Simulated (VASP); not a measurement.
```xyz
3
Lattice="0.0000 3.2796 3.2796 3.2796 0.0000 3.2796 3.2796 3.2796 0.0000" Properties=species:S:1:pos:R:3 pbc="T T T"
Na     1.6398     1.6398     1.6398
Na     4.9195     4.9195     4.9195
S      0.0000     0.0000     0.0000
```

Calculation: revTPSS meta-GGA, VASP's PBE PAW potentials (set 64) (plane waves; VASP). Run with 520 eV cut-off, 7×7×7 Γ-centred mesh, tetrahedra with Blöchl corrections, potentials Na_pv S.

Q: Tabulate the total density of states (states/eV per cell) against energy (eV; zero at the valence-band maximum or, without a gap, the Fermi level).

A: 
```
E (eV)  DOS (states/eV)
------  ---------------
-9.97              0.00
-9.61              0.00
-9.13              0.00
-8.77              0.00
-8.29              0.00
-7.93              0.00
-7.45              0.00
-7.09              0.00
-6.73              0.00
-6.25              0.00
-5.89              0.00
-5.41              0.00
-5.05              0.00
-4.57              0.00
-4.21              0.00
-3.73              0.00
-3.37              0.00
-3.01              0.00
-2.53              0.00
-2.17              0.00
-1.69              0.00
-1.33              6.70
-0.85              2.06
-0.49              4.57
-0.13              6.29
0.35               0.00
0.71               0.00
1.19               0.00
1.55               0.00
2.03               0.00
2.39               0.00
2.87               0.01
3.23               0.09
3.59               0.16
4.07               0.55
4.43               1.32
4.91               1.85
5.27               1.10
5.75               0.01
6.11               0.83
```
Within 2 eV below the valence-band maximum the largest weight inside VASP's projection spheres is S p.

The compound is Na2S in the antifluorite structure. It was relaxed first.
